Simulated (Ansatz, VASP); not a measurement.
**Si in VASP and in Ansatz**

```
Si
1.0
     0.00000    2.82308    2.53118
     2.82308    0.00000    2.53118
     2.82308    2.82308    0.00000
Si
2
Direct
  0.50000 0.50000 0.50000
  0.75000 0.75000 0.75000
```

Alike in both runs: task single point; functional LDA; k mesh 12 × 12 × 12; occupations gaussian, width 0.05 eV; no spin polarisation.

|  | VASP | Ansatz |
| --- | --- | --- |
| version | VASP 6.6.1 | Ansatz 0.2.0 |
| potentials or method | VASP PAW LDA potentials, release 64 (Si) | scalar-relativistic, plane waves, PAW |
| plane-wave cutoff (eV) | 520 | 420 |
| valence electrons in the cell | 8 | 8 |

|  | VASP | Ansatz | Ansatz less VASP |
| --- | --- | --- | --- |
| gap on the k mesh at the Fermi level (eV) | none | none | - |
| pressure (GPa) | -2.6 | -2.6 | -0.05 |
| largest component of the traceless stress (GPa) | 5.40 | 5.40 | +0.005 |

A gap of «none» marks a metal or a gap that the smearing closes. Ansatz warned: «pseudo_functional_mismatch».
